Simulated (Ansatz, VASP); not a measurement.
# Cross-check of Sn between VASP and Ansatz, part 3 of 3

One calculation is typed for both programs; each brings its own data sets. How far apart do they land? The structure shown is the end of the Ansatz relaxation below.

VASP 6.6.1 and Ansatz 0.2.0.

So far: Set-up; Ansatz: relaxation, r2SCAN; VASP: single point, r2SCAN.

## Step 3: VASP: single point, r2SCAN (continued)

Level of this step: r2SCAN; plane waves and PAW (Sn_d) (VASP).

Numbers of over 12 decimals in the logs are rounded to 6 here.

Parts of OUTCAR (step 3):

```text
ion  position               nearest neighbor table
   1  0.500  0.500  0.500-   2 2.83   2 2.83   2 2.83   2 2.83
   2  0.750  0.750  0.750-   1 2.83   1 2.83   1 2.83   1 2.83

  LATTYP: Found a body centered tetragonal cell.
 ALAT       =     4.5977419936
 C/A-ratio  =     1.4416520811

 Subroutine GETGRP returns: Found  4 space group operations
 (whereof  2 operations were pure point group operations)

The static configuration has the point symmetry C_1h.
 The point group associated with its full space group is C_2h.

   k-points           NKPTS =   1728   k-points in BZ     NKDIM =   1728   number of bands    NBANDS=     20

   dimension x,y,z NGX =    36 NGY =   36 NGZ =   36
   dimension x,y,z NGXF=    72 NGYF=   72 NGZF=   72

   ENCUT  =  550.0 eV  40.42 Ry    6.36 a.u.   8.88  8.88  8.79*2*pi/ulx,y,z

   NELECT =      28.0000    total number of electrons

 k-points in reciprocal lattice and weights: Points of the shifted mesh
   0.04166667  0.04166667  0.04166667       0.001
   0.04166667  0.04166667  0.12500000       0.001
   0.04166667  0.04166667  0.20833333       0.001
   0.04166667  0.04166667  0.29166667       0.001
   0.04166667  0.04166667  0.37500000       0.001
   0.04166667  0.04166667  0.45833333       0.001
   0.04166667  0.04166667  0.54166667       0.001
   0.04166667  0.04166667  0.62500000       0.001
   0.04166667  0.04166667  0.70833333       0.001
[...]
0.95833333  0.95833333  0.87500000       0.001
   0.95833333  0.95833333  0.95833333       0.001

 average (electrostatic) potential at core
       1-107.2588       2-107.2588

 E-fermi :   5.3650

 k-point     1 :       0.0417    0.0417    0.0417
  band No.  band energies     occupation
    ...
     10     -16.6518      2.00000
     11      -5.6275      2.00000
     12       4.3753      2.00000
     13       5.2293      2.00000
     14       5.3246      1.99986
     15       5.6093      0.00000
     16       7.5590      0.00000
     17       7.5650      0.00000
     18       7.6562      0.00000
     19      10.7862      0.00000
    ...

 k-point     2 :       0.0417    0.0417    0.1250
  band No.  band energies     occupation
    ...
     10     -16.6403      2.00000
     11      -5.5344      2.00000
     12       3.4526      2.00000
     13       4.8195      2.00000
     14       5.2570      2.00000
     15       6.0865      0.00000
     16       7.6604      0.00000
     17       7.7216      0.00000
     18       8.2437      0.00000
     19      11.2380      0.00000
    ...

 k-point     3 :       0.0417    0.0417    0.2083
  band No.  band energies     occupation
    ...
     10     -16.6274      2.00000
     11      -5.3067      2.00000
     12       2.1753      2.00000
     13       4.4516      2.00000
     14       4.9824      2.00000
     15       6.1013      0.00000
     16       8.0246      0.00000
     17       8.2208      0.00000
     18       9.1388      0.00000
     19      11.9428      0.00000
    ...

  Total        0.2757903      0.2757903     -0.0395909     -0.0050459     -0.0035688     -0.0035688
  in kB        6.3070354      6.3070354     -0.9054028     -0.1153946     -0.0816148     -0.0816154
  external PRESSURE =       3.9028893 kB  Pullay stress =       0.0000000 kB

  energy-cutoff  :      550.00
  volume of cell :       70.06
      direct lattice vectors                 reciprocal lattice vectors
     0.000000000  3.251094542  3.314172157    -0.153794359  0.153794359  0.150867238
     3.251094542  0.000000000  3.314172157     0.153794359 -0.153794359  0.150867238
     3.251094542  3.251094542  0.000000000     0.153794359  0.153794359 -0.150867238

 POSITION                                       TOTAL-FORCE (eV/Angst)
 -----------------------------------------------------------------------------------
      3.25087      3.25087      3.31385         0.000719      0.000719      0.000746
      4.87686      4.87686      4.97158        -0.000719     -0.000719     -0.000746
 -----------------------------------------------------------------------------------
    total drift:                               -0.000000     -0.000000     -0.000000

  FREE ENERGIE OF THE ION-ELECTRON SYSTEM (eV)
  ---------------------------------------------------
  free  energy   TOTEN  =       -49.4938350769 eV

  energy  without entropy=      -49.4938350628  energy(sigma->0) =      -49.49383507

 total charge
# of ion       s       p       d       tot
------------------------------------------
    1        1.128   1.254   9.962  12.343
    2        1.128   1.254   9.962  12.343
--------------------------------------------------
tot          2.255   2.508  19.924  24.687

[... 3 further parts left out ...]
```

The run ends at a pressure of 0.39 GPa, with forces up to 0.0013 eV/Å.

## Step 4: Side by side

Known differences besides the potentials themselves: VASP keeps PBE cores, Ansatz makes them for the functional; the cutoff is 500 eV in Ansatz and 550 eV in VASP; Ansatz's pressure holds a Pulay correction, VASP's none. Total energies have different zeros and are not compared.

The two programs side by side:

```
              quantity  Ansatz   VASP  difference
        pressure (GPa)    0.48   0.39       +0.09
gap on the k mesh (eV)   0.082  0.081      +0.002
```

A gap on the mesh is an upper bound, since the band edges may lie between its points.

## Step 5: Outcome

```json
{
 "difference in gap on the k mesh (single point, r2SCAN)": "0.0018 eV"
}
```

What this shows: The difference in gap on the k mesh is 0.0018 eV (single point, r2SCAN), within the 0.08 eV picked in this series as the mark of a large difference. How closely two codes agree says nothing of how well the functional describes the real material.

[Lines on the potential files, build, host, timing and source positions are cut from VASP's logs without a mark.]

[Logs are printed without paths, hosts, clocks, repeated set-up lines and the standing remarks that a program may print on its own settings, such as how far it seeks lower states.]

[Hosts, paths, dates, database ids (printed as entryN), source tags and the programs' standing remarks are cut or masked in the printed files.]
